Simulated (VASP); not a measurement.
Input:

```
CELL_PARAMETERS angstrom
      0.00000     2.98130     2.98130
      2.98130     0.00000     2.98130
      2.98130     2.98130     0.00000
ATOMIC_POSITIONS crystal
  Be 0.25693 0.26616 0.24625
  Be 0.63690 0.61105 0.12134
  Be 0.60390 0.12570 0.62981
  Be 0.61243 0.62373 0.64228
  Be 0.12997 0.63447 0.61194
  Pt 0.00987 0.98889 0.99839
```

All values below come from PBEsol GGA, VASP's PBE PAW potentials (set 64) (plane waves; VASP 6.6.1). Run with 300 eV cut-off, 5×5×5 Γ-centred mesh, Fermi-Dirac smearing of 0.14 eV, potentials Be Pt.

At this cut-off the stress carries a Pulay error, which pulls relaxed volumes low.

Problem. Which forces act on the atoms, in eV/Å?

Solution. 
```csv
atom,Fx,Fy,Fz
Be1,-0.183,-0.001,-0.312
Be2,0.460,0.266,0.089
Be3,-0.087,0.448,0.463
Be4,-0.844,-0.171,0.159
Be5,0.154,-0.129,-0.279
Pt6,0.500,-0.413,-0.120
```

Problem. Give the stress tensor in GPa (positive for a compressed cell).

Solution. 
```
-0.91  -0.23  -0.28
-0.23  -1.21   0.44
-0.28   0.44  -1.00
```
The pressure is its mean diagonal, -1.04 GPa.

The structure comes from a computed database's Be5Pt entry; how it stands against other phases isn't given here. The cell was not relaxed at this level, atoms are displaced from their ideal sites.
